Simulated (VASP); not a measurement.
ZnO:

```
Zn O
1.0
     3.24950    0.00000    0.00000
    -1.62475    2.81415    0.00000
     0.00000    0.00000    5.20690
Zn O
2 2
Direct
  0.33333 0.66667 0.00000
  0.66667 0.33333 0.50000
  0.33333 0.66667 0.38190
  0.66667 0.33333 0.88190
```

The cell was built by a generator and isn't the measured one.

Base run:

```yaml
Program: VASP 6.6.1
Functional: r2SCAN
Potentials_or_basis: VASP PAW PBE potentials, release 64 (Zn, O)
Cutoff: 520 eV
k_mesh: 20 × 20 × 12
Occupations: fermi-dirac, width 0.02 eV
Spin: no spin polarisation
```

Its results: band gap on the k mesh 1.23 eV, direct; pressure -0.1 GPa; largest force 0.017 eV/Å.

Task: The run is repeated on the same cell with these changes: functional from r2SCAN to PBE. What comes out?

Result: Band gap on the k mesh 0.79 eV, direct; pressure 5.9 GPa; largest force 0.031 eV/Å.

r2SCAN gives the wider gap, since meta-GGAs in the generalised Kohn-Sham scheme recover part of the derivative discontinuity.

Caveats: the PAW data sets were made with another functional, which shifts forces and pressure a little (some runs).

A k mesh can miss the band edges.
